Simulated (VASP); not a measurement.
Given:

```xyz
12
Lattice="3.1405 0.0000 0.0000 -1.5702 2.7197 0.0000 0.0000 0.0000 15.4102" Properties=species:S:1:pos:R:3 pbc="T T T"
Zn     0.0161    -0.0169     0.0223
Zn    -0.0055    -0.0025     7.7370
Zn     1.5662     0.9023    12.8139
Zn    -0.0190     1.7809     5.1193
Zn     1.5708     0.9068     2.5596
Zn     0.0037     1.8304    10.2742
O     -0.0261     0.0077    13.4826
O     -0.0183     0.0058     5.7463
O      1.5490     0.8747    10.9202
O      0.0326     1.8491     3.1918
O      1.5872     0.9220     0.6498
O      0.0243     1.8187     8.3466
```

The numbers are results of LDA (Ceperley-Alder, Perdew-Zunger), VASP's LDA PAW potentials (set 64) (plane waves; VASP 6.6.1), not measurements. Settings: 400 eV cut-off, 6×6×1 Γ-centred mesh, Gaussian smearing of 0.050 eV, potentials Zn O.

At this cut-off the stress carries a Pulay error, which pulls relaxed volumes low.

Task: Give the stress tensor in GPa (positive for a compressed cell).

Result: 
```
 1.35  -0.47  -0.15
-0.47   4.54  -0.63
-0.15  -0.63   1.31
```
The pressure is its mean diagonal, 2.40 GPa.

The structure was generated: ZnO was put into an ordered model structure, which need not be its known phase. The cell was not relaxed at this level, atoms are displaced from their ideal sites.
